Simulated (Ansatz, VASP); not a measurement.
# Cross-check of CaI2 between VASP and Ansatz

Aim: how closely do two programs agree when they are given the same cell, functional and k mesh? Of the first pair: The structure shown is the end of the Ansatz relaxation below.

Calculated with Ansatz 0.2.0; plane waves, with VASP 6.6.1 beside it; single point at LDA.

## (1) Set-up

The cell holds 3 atoms: 1 Ca and 2 I. Its edges and angles: a = 4.347 Å, b = 4.347 Å, c = 30.400 Å, α = 90.0°, β = 90.0°, γ = 120.0°. Vacuum lies along c.

## (2) Ansatz: relaxation, LDA

Ansatz runs on its default PAW (the set named soft_2) files.

This run makes the geometry at which the two programs are then compared.

input.yaml

```yaml
crystal:
  lattice:
    - [4.3465936032, 0.0, 0.0]
    - [-2.1732968016, 3.7642604803, 0.0]
    - [0.0, 0.0, 30.4]
  atoms:
    - { symbol: Ca, position: [0.0, 0.0, 0.3289473684] }
    - { symbol: I, position: [0.3333333333, 0.6666666667, 0.3866177762] }
    - { symbol: I, position: [0.6666666667, 0.3333333333, 0.2712769607] }
  periodic: [true, true, false]
kpoints:
  mp_grid: { grid: [6, 6, 1] }
hamiltonian:
  xc: lda
scf:
  occupations: { method: gaussian, width: 0.02 }
output:
  forces: true
  stress: true
  eigenvalues: true
relax:
  adjacent_minimum: "off"
  f_tol: 0.005
  max_steps: 80
  cell: { stress_2d_tol: 0.02 }
```

Launch:

```console
> ansatz run input.yaml --threads 8 --pin off --max-ram 14336MiB --backend cpu --events-out ev --progress --plain --runs-dir out
```

Numbers of over 12 decimals in the logs are rounded to 6 here.

Log:

```text
Engine: ansatz 0.2.0, aarch64-unknown-linux-gnu
Pseudopotentials: kind: paw
Pseudopotential: Ca, paw, valence charge 10, recommended cutoff 420 eV (normal), Ca.paw.azcp
Pseudopotential: I, paw, valence charge 17, recommended cutoff 420 eV (normal), I.paw.azcp
Functional definition: SPW92
  exchange = slater_x
  correlation = pw_c
Crystal: 3 atoms, lattice volume = 497.396 Å³
Basis set: ecut = 420 eV, 9779 PW (Γ)
Bands: 27, of which v1, the nominal top of the filled ones, is band 22 counted from 1 (21 counted from 0)
Symmetry: 12 space group operations
Space group: P-3m1 (ITA 164), of the structure as read, at distance tolerance 7.9e-5 Å
k-points: 7 of 36
Non-local potential: Ca, projectors of the file, l = 0: 3, l = 1: 2, l = 2: 2
Non-local potential: I, projectors of the file, l = 0: 2, l = 1: 2, l = 2: 2, l = 3: 2
PAW form: soft (Blöchl's): semilocal exchange-correlation on the pseudo side does not see the compensation charge
PAW frozen core: Ca, regenerated for the run's functional, and the local potential with it (the file was generated under x = pbe(κ = 0.804, μ = 0.219515), c = pbe(β = 0.066725))
PAW frozen core: I, regenerated for the run's functional, and the local potential with it (the file was generated under x = pbe(κ = 0.804, μ = 0.219515), c = pbe(β = 0.066725))
PAW one-centre angular grid: Ca, 110 points (default); XC on 64 Gauss nodes
PAW one-centre angular grid: I, 590 points (default); XC on 64 Gauss nodes
Initial density: superposition of atomic densities (neutral atoms: chi_scale 0, normalization atom), corrected by the library's trained network
Initial wavefunctions: pseudopotential atomic-orbital guess
Functional: x = slater, c = lda
SCF iter   1: F=—  HF=-16489.149637 eV  |F-HF|=—  |Δ(HF+E_count)|=         —  Δρ=2.07e-3  dr2=1.27e-2  ethr=1.77e-3  ⟨swp⟩=23.0  Hψ=1885  notcnv=0
preconditioner: auto → Resta (q_TF=auto, 1.821 Å⁻¹)  ε∞=1.6  [insulator: Δε(μ)=3.524 eV  Ē_g=8.885 eV  σ=0.020 eV  W_gap=1.00  n_scr=58 (ndim 8)  ℏωp=6.7 eV  f_vac=0.758  D(μ)=0.00/eV (n_scr^D=0)  ε∞_Penn≈1.6  vacuum switching on, ρ_ref=5.7e-3 e/Å³]
SCF iter   2: F=—  HF=-16489.148180 eV  |F-HF|=—  |Δ(HF+E_count)|=   1.46e-3  Δρ=1.07e-3  dr2=2.66e-3  ethr=2.89e-5  ⟨swp⟩=4.9  Hψ=494  notcnv=0  defer=7
SCF iter   3: F=—  HF=-16489.148495 eV  |F-HF|=—  |Δ(HF+E_count)|=   3.15e-4  Δρ=3.57e-4  dr2=9.67e-4  ethr=6.05e-6  ⟨swp⟩=3.9  Hψ=420  notcnv=0  defer=7
SCF iter   4: F=—  HF=-16489.148369 eV  |F-HF|=—  |Δ(HF+E_count)|=   1.26e-4  Δρ=4.70e-5  dr2=1.41e-5  ethr=2.20e-6  ⟨swp⟩=2.1  Hψ=257  notcnv=0  defer=7
SCF iter   5: F=—  HF=-16489.148509 eV  |F-HF|=—  |Δ(HF+E_count)|=   1.41e-4  Δρ=1.21e-5  dr2=1.12e-6  ethr=3.21e-8  ⟨swp⟩=3.7  Hψ=372  notcnv=0  defer=7
iter 6 did not close the SCF: its close was put off until two iterations running show no level that it waits for move by more than its bar (scf_convergence_deferred on its scf_iter line)
SCF iter   6: F=-16489.148509 eV  HF=-16489.148509 eV  |F-HF|=9.69e-8  |Δ(HF+E_count)|=   1.76e-7  Δρ=3.94e-6  dr2=7.43e-8  ethr=2.27e-10  ⟨swp⟩=14.4  Hψ=1127  notcnv=0
iter 7 did not close the SCF: its close was put off until two iterations running show no level that it waits for move by more than its bar (scf_convergence_deferred on its scf_iter line)
SCF iter   7: F=-16489.148510 eV  HF=-16489.148510 eV  |F-HF|=1.70e-9  |Δ(HF+E_count)|=   1.18e-7  Δρ=1.21e-6  dr2=7.43e-9  ethr=1.69e-10  ⟨swp⟩=3.4  Hψ=713  notcnv=0
SCF iter   8: F=-16489.148510 eV  HF=-16489.148510 eV  |F-HF|=4.77e-10  |Δ(HF+E_count)|=   1.23e-9  Δρ=2.82e-7  dr2=6.51e-10  ethr=1.69e-11  ⟨swp⟩=2.3  Hψ=604  notcnv=0
SCF 1 converged in 8 iterations: F = -16489.148510 eV  dr2 = 6.51e-10
  greatest PAW one-centre occupation: 1.000 electrons in one spin orbital (limit 2), on the I atom at site 2 (counted from 0), in its partial waves of l = 2
relax step   1: F+E_penalty+E_count = -16489.14850950 eV  Δ(F+E_penalty+E_count) = +0.000e0 eV  max|allowed force component| = 1.060e-3 eV/Å  Δτ_max = 0.0000 Å  P = -0.007 N/m  Ω = 497.396 Å³  fix = [c, alpha, beta]  reactions: c -0.000 N/m  (8 SCF iters, dr2 threshold 1.00e-7 eV, accepted)
Initial density: handed on by an earlier stage of this run
Initial wavefunctions: pseudopotential atomic-orbital guess (no wavefunctions were taken with the density)
iter 1 solved again at ethr=2.45e-7 eV; its pass at ethr=3.10e-3 eV (dr2=1.08e-4 eV) is discarded
SCF iter   1: F=—  HF=-16489.148366 eV  |F-HF|=—  |Δ(HF+E_count)|=         —  Δρ=3.43e-7  dr2=1.69e-9  ethr=2.45e-7  ⟨swp⟩=7.0  Hψ=2580  notcnv=0
eigensolver tolerance schedule: the retry pair's looser diagonalisation over-reported the residual by 63986.48 of it (diagonalisation noise at an unbounded share of the residual, at the tolerance the schedule requests for it); recorded, not acted on — ethr = c·dr2/N_el stays at c = 1.0e-1
preconditioner: auto → Resta (q_TF=auto, 1.821 Å⁻¹)  ε∞=1.6  [insulator: Δε(μ)=3.544 eV  Ē_g=8.900 eV  σ=0.020 eV  W_gap=1.00  n_scr=58 (ndim 8)  ℏωp=6.7 eV  f_vac=0.757  D(μ)=0.00/eV (n_scr^D=0)  ε∞_Penn≈1.6  vacuum switching on, ρ_ref=5.7e-3 e/Å³]
SCF iter   2: F=—  HF=-16489.148510 eV  |F-HF|=—  |Δ(HF+E_count)|=   1.43e-4  Δρ=2.66e-7  dr2=7.50e-10  ethr=3.84e-12  ⟨swp⟩=5.3  Hψ=624  notcnv=0
SCF iter   3: F=—  HF=-16489.148510 eV  |F-HF|=—  |Δ(HF+E_count)|=  4.37e-11  Δρ=1.46e-7  dr2=9.78e-11  ethr=1.70e-12  ⟨swp⟩=3.1  Hψ=358  notcnv=0
SCF iter   4: F=—  HF=-16489.148510 eV  |F-HF|=—  |Δ(HF+E_count)|=  1.82e-10  Δρ=7.16e-8  dr2=4.07e-11  ethr=1.00e-12  ⟨swp⟩=3.0  Hψ=354  notcnv=0
SCF iter   5: F=—  HF=-16489.148510 eV  |F-HF|=—  |Δ(HF+E_count)|=    0.00e0  Δρ=2.63e-8  dr2=9.19e-12  ethr=1.00e-12  ⟨swp⟩=1.7  Hψ=197  notcnv=0
SCF iter   6: F=-16489.148510 eV  HF=-16489.148510 eV  |F-HF|=2.91e-11  |Δ(HF+E_count)|=    0.00e0  Δρ=5.45e-9  dr2=3.77e-13  ethr=1.00e-12  ⟨swp⟩=12.0  Hψ=1090  notcnv=0
SCF 2 converged in 6 iterations: F = -16489.148510 eV  dr2 = 3.77e-13
relax step   2: F+E_penalty+E_count = -16489.14850950 eV  Δ(F+E_penalty+E_count) = -2.692e-10 eV  max|allowed force component| = 1.066e-3 eV/Å  Δτ_max = 0.0000 Å  P = -0.007 N/m  Ω = 497.396 Å³  fix = [c, alpha, beta]  reactions: c -0.000 N/m  stress off target by 6.55e-3 N/m on what of the cell is left free  SCF on the basis re-selected at this cell (its energy is not comparable with the rows above)  (6 SCF iters)
basis re-selected at this cell: Δ(F+E_penalty+E_count) = -2.692e-10 eV, ΔP = -0.000 N/m vs the last step (what re-selecting the basis moved, of the pressure what is left beyond the Pulay correction that the steps carried, after the strain that the cell walked since its last selection, with what the two solves' SCF thresholds leave and, on support functions, any second-order correction that the steps lacked; it is no  [...]
SCF converged after 6 iterations
Free energy (F): -16489.148510 eV
Harris-Foulkes:  -16489.148510 eV  (|F-HF|=2.91e-11)
Internal energy: -16489.148510 eV  (E = F + TS)
E sigma→0 (E₀):  -16489.148510 eV
Fermi energy:    -4.964136 eV
--- Per-component energies (eV) ---
  E_band       = -1420.975159
  E_kinetic    = 658.311809
  E_local      = -66154.117653  (includes V_loc(G=0)·N_el)
  E_nonlocal   = -103.549125
  E_hartree    = 32756.929784
  E_xc         = -390.540397
  E_vxc        = -428.299633  (∫ρ·V_xc dr)
  E_paw        = -10137.228752  (= ΣΔE_a)
  E_vpaw       = -907.180337  (= ΣTr[D̂ρ^β])
  E_aug_tail   = 0.000100  (compensation charges beyond the density's cutoff)
  E_ewald      = 26879.200129
  E_core_change = 1.845596  (= ΣΔE_core)
  E_smearing   = -0.000000  (= −TS)
  E_closure    = -0.000000  (closes the sum)
  Σ components = -16489.148510   (vs F -16489.148510, Δ=0.00e0)
--- Forces (eV/Å), atoms counted from 1 ---
  atom   1  Ca     0.00000000     0.00000000     0.00000000
  atom   2  I     -0.00000000    -0.00000000    -0.00106624
  atom   3  I     -0.00000000     0.00000000     0.00106624
  max |Σ_I F_I| component: 1.16e-18 eV/Å
--- 2D stress c σ (N/m, compression-positive) ---
       -0.006555       0.000000       0.000000
        0.000000      -0.006555       0.000000
        0.000000       0.000000       0.000000
  P = ½ c Tr σ = -0.0066 N/m
--- Band table (eV; the first three rows and the last of 7) ---
  k-point 0: bands = [... 18 lower, -7.4783, -7.2936, -6.7363, -6.7363, -2.3272, -2.2474, -2.2474, -1.8821, ... 1 higher]
  k-point 1: bands = [... 18 lower, -7.5087, -7.4663, -7.1040, -6.9394, -2.5681, -1.9371, -1.9254, -1.5086, ... 1 higher]
  k-point 2: bands = [... 18 lower, -8.0427, -7.5609, -7.3102, -7.2947, -3.0162, -1.5366, -1.3876, -1.0025, ... 1 higher]
  k-point 6: bands = [... 18 lower, -8.6307, -8.0224, -7.6451, -7.6451, -1.9174, -1.7338, -1.7338, -0.6910, ... 1 higher]
--- Relaxed structure (1 steps of the walk, 1 accepted, 1 SCFs on fresh bases) ---
  F+E_penalty+E_count = -16489.14850950 eV   max|allowed force component| = 1.066e-3 eV/Å   (the final SCF, on the basis selected at the relaxed cell)
  cell:  # Å, volume = 497.3960 Å³
    - [4.346594, 0.0, 0.0]
    - [-2.173297, 3.764260, 0.0]
    - [0.0, 0.0, 30.4]
  atoms:
    - { symbol: Ca, position: [0.0, 0.0, 0.328947] }
    - { symbol: I, position: [0.333333, 0.666667, 0.386618] }
    - { symbol: I, position: [0.666667, 0.333333, 0.271277] }
```

## (3) VASP: single point, LDA, relaxed cell, pair 1

The same cell, functional (in two slightly different forms), mesh and smearing now go to VASP, with its own data sets.

Lines of VASP's logs that name or quote its potential files are left out, and so is its time.

INCAR

```
SYSTEM = CaI2
PREC = Accurate
ENCUT = 400
EDIFF = 1E-06
NELM = 120
ISMEAR = 0
SIGMA = 0.02
LREAL = .FALSE.
ALGO = Normal
GGA = CA
NBANDS = 18
LORBIT = 11
LWAVE = .FALSE.
LCHARG = .FALSE.
ISIF = 2
LDIPOL = .TRUE.
IDIPOL = 3
DIPOL = 0.5 0.5 0.329
LVHAR = .TRUE.
LASPH = .TRUE.
GGA_COMPAT = .FALSE.
EFERMI = MIDGAP
NELMDL = -8
```

POSCAR

```
CaI2
1.0
    4.3465936032      0.0000000000      0.0000000000
   -2.1732968016      3.7642604803      0.0000000000
    0.0000000000      0.0000000000     30.4000000000
Ca I
1 2
Direct
    0.0000000000      0.0000000000      0.3289473684
    0.3333333333      0.6666666667      0.3866177762
    0.6666666667      0.3333333333      0.2712769607
```

KPOINTS

```
Automatic mesh
0
Gamma
6 6 1
0 0 0
```

The projector-augmented-wave data sets are Ca_sv and I (LDA family, release 64).

Launch:

```console
> mpirun -np 1 vasp_std
```

Log:

```text
[banner, memory and clock lines left out]
running    1 mpi-ranks, on    1 nodes
 distrk:  each k-point on    1 cores,    1 groups
 distr:  one band on    1 cores,    1 groups

 POSCAR found type information on POSCAR CaI
 POSCAR found :  2 types and       3 ions
 LDA part: xc-table for (Slater(with rela. corr.)+CA(PZ))
 , standard interpolation
 POSCAR, INCAR and KPOINTS ok, starting setup
 FFT: planning ... GRIDC
 FFT: planning ... GRID_SOFT
 FFT: planning ... GRID
 WAVECAR not read
 entering main loop
       N       E                     dE             d eps       ncg     rms          rms(c)
DAV:   1     0.113854643712E+03    0.11385E+03   -0.86211E+03   364   0.754E+02
DAV:   2     0.293202967104E+01   -0.11092E+03   -0.10810E+03   352   0.161E+02
DAV:   3    -0.110283310831E+02   -0.13960E+02   -0.13933E+02   448   0.490E+01
DAV:   4    -0.112205643249E+02   -0.19223E+00   -0.19148E+00   384   0.727E+00
DAV:   5    -0.112276302950E+02   -0.70660E-02   -0.70610E-02   424   0.115E+00
DAV:   6    -0.112277028023E+02   -0.72507E-04   -0.72480E-04   384   0.119E-01
DAV:   7    -0.112277053682E+02   -0.25658E-05   -0.25657E-05   416   0.180E-02
DAV:   8    -0.112277054211E+02   -0.52923E-07   -0.52811E-07   328   0.312E-03    0.515E+00
DAV:   9    -0.110962937086E+02    0.13141E+00   -0.18817E-01   326   0.262E+00    0.286E+00
DAV:  10    -0.110592071448E+02    0.37087E-01   -0.16995E-01   352   0.242E+00    0.701E-01
DAV:  11    -0.110590566590E+02    0.15049E-03   -0.13041E-02   352   0.808E-01    0.314E-01
DAV:  12    -0.110591638493E+02   -0.10719E-03   -0.57329E-04   432   0.135E-01    0.143E-01
DAV:  13    -0.110596428782E+02   -0.47903E-03   -0.74994E-04   350   0.165E-01    0.315E-02
DAV:  14    -0.110597939883E+02   -0.15111E-03   -0.11293E-04   368   0.479E-02    0.448E-02
[...]
DAV:  18    -0.110608196564E+02   -0.44217E-04   -0.24727E-06   368   0.612E-03    0.806E-03
DAV:  19    -0.110608980815E+02   -0.78425E-04   -0.34408E-06   294   0.736E-03    0.406E-03
DAV:  20    -0.110609056260E+02   -0.75445E-05   -0.18828E-07   312   0.202E-03    0.392E-03
DAV:  21    -0.110609178208E+02   -0.12195E-04   -0.38648E-07   266   0.262E-03    0.129E-03
DAV:  22    -0.110609204191E+02   -0.25983E-05   -0.39529E-08   264   0.800E-04    0.836E-04
DAV:  23    -0.110609239356E+02   -0.35165E-05   -0.71576E-08   254   0.718E-04    0.142E-04
DAV:  24    -0.110609254050E+02   -0.14694E-05   -0.20781E-08   248   0.479E-04    0.396E-04
DAV:  25    -0.110609259524E+02   -0.54743E-06   -0.33241E-09   236   0.242E-04
   1 F= -.11060926E+02 E0= -.11060926E+02  d E =0.000000E+00
```

Parts of OUTCAR (step 3):

```text
ion  position               nearest neighbor table
   1  0.000  0.000  0.329-   3 3.06   3 3.06   3 3.06   2 3.06   2 3.06   2 3.06
   2  0.333  0.667  0.387-   1 3.06   1 3.06   1 3.06
   3  0.667  0.333  0.271-   1 3.06   1 3.06   1 3.06

  LATTYP: Found a hexagonal cell.
 ALAT       =     4.3465936032
 C/A-ratio  =     6.9939825931

 Subroutine GETGRP returns: Found 12 space group operations
 (whereof  6 operations were pure point group operations)

The static configuration has the point symmetry C_3v.
 The point group associated with its full space group is D_3d.

 Found      7 irreducible k-points:

   k-points           NKPTS =      7   k-points in BZ     NKDIM =      7   number of bands    NBANDS=     18

   dimension x,y,z NGX =    28 NGY =   28 NGZ =  200
   dimension x,y,z NGXF=    56 NGYF=   56 NGZF=  400

   ENCUT  =  400.0 eV  29.40 Ry    5.42 a.u.   7.09  7.09 49.57*2*pi/ulx,y,z

   NELECT =      24.0000    total number of electrons

 k-points in reciprocal lattice and weights: Automatic mesh
   0.00000000  0.00000000  0.00000000       0.028
   0.16666667  0.00000000  0.00000000       0.167
   0.33333333  0.00000000  0.00000000       0.167
   0.50000000  0.00000000  0.00000000       0.083
   0.16666667  0.16666667  0.00000000       0.167
   0.33333333  0.16666667  0.00000000       0.333
   0.33333333  0.33333333  0.00000000       0.056

 dipolmoment           0.000000      0.000000      0.000004 electrons x Angstroem

 average (electrostatic) potential at core
       1 -52.7536       2 -99.6939       3 -99.6939

 E-fermi :  -3.0547

 k-point     1 :       0.0000    0.0000    0.0000
  band No.  band energies     occupation
    ...
      8      -5.5690      2.00000
      9      -5.5690      2.00000
     10      -5.3788      2.00000
     11      -4.8194      2.00000
     12      -4.8194      2.00000
     13      -0.4122      0.00000
     14      -0.3444      0.00000
     15      -0.3444      0.00000
     16       0.0368      0.00000
     17       0.5724      0.00000
    ...

 k-point     2 :       0.1667    0.0000    0.0000
  band No.  band energies     occupation
    ...
      8      -6.1396      2.00000
      9      -5.5987      2.00000
     10      -5.5526      2.00000
     11      -5.1872      2.00000
     12      -5.0240      2.00000
     13      -0.6647      0.00000
     14      -0.0317      0.00000
     15      -0.0178      0.00000
     16       0.4065      0.00000
     17       0.7403      0.00000
    ...

 k-point     3 :       0.3333    0.0000    0.0000
  band No.  band energies     occupation
    ...
      8      -6.7176      2.00000
      9      -6.1309      2.00000
     10      -5.6499      2.00000
     11      -5.3939      2.00000
     12      -5.3809      2.00000
     13      -1.1141      0.00000
     14       0.3726      0.00000
     15       0.5214      0.00000
     16       0.9118      0.00000
     17       1.2202      0.00000
    ...

  Total        0.0667991      0.0667991      0.0599466      0.0000000      0.0000000      0.0000000
  in kB        0.2151687      0.2151687      0.1930957      0.0000000      0.0000000      0.0000000
  external PRESSURE =       0.2078111 kB  Pullay stress =       0.0000000 kB

  energy-cutoff  :      400.00
  volume of cell :      497.40
      direct lattice vectors                 reciprocal lattice vectors
     4.346593603  0.000000000  0.000000000     0.230065217  0.132828215  0.000000000
    -2.173296802  3.764260480  0.000000000     0.000000000  0.265656430  0.000000000
     0.000000000  0.000000000 30.400000000     0.000000000  0.000000000  0.032894737

 POSITION                                       TOTAL-FORCE (eV/Angst)
 -----------------------------------------------------------------------------------
      0.00000      0.00000     10.00000         0.000000      0.000000     -0.000000
     -0.00000      2.50951     11.75318        -0.000000      0.000000      0.021873
      2.17330      1.25475      8.24682         0.000000      0.000000     -0.021873
 -----------------------------------------------------------------------------------
    total drift:                                0.000000      0.000000      0.000027

  FREE ENERGIE OF THE ION-ELECTRON SYSTEM (eV)
  ---------------------------------------------------
  free  energy   TOTEN  =       -11.0609259524 eV

  energy  without entropy=      -11.0609259524  energy(sigma->0) =      -11.06092595

 vacuum level on the upper side and lower side of the slab         1.920         1.920

 total charge
# of ion       s       p       d       tot
------------------------------------------
    1        2.036   5.846   0.254   8.136
    2        1.505   2.844   0.008   4.357
    3        1.505   2.844   0.008   4.357
--------------------------------------------------
tot          5.047  11.533   0.270  16.850

[... 3 further parts left out ...]
```

The run ends at a pressure of 0.02 GPa, with forces up to 0.022 eV/Å.

[end of part 1 of 2]

[Lines on the potential files, build, host, timing and source positions are cut from VASP's logs without a mark.]

[Logs are printed without paths, hosts, clocks, repeated set-up lines and the standing remarks that a program may print on its own settings, such as how far it seeks lower states.]

[Hosts, paths, dates, database ids (printed as entryN), source tags and the programs' standing remarks are cut or masked in the printed files.]
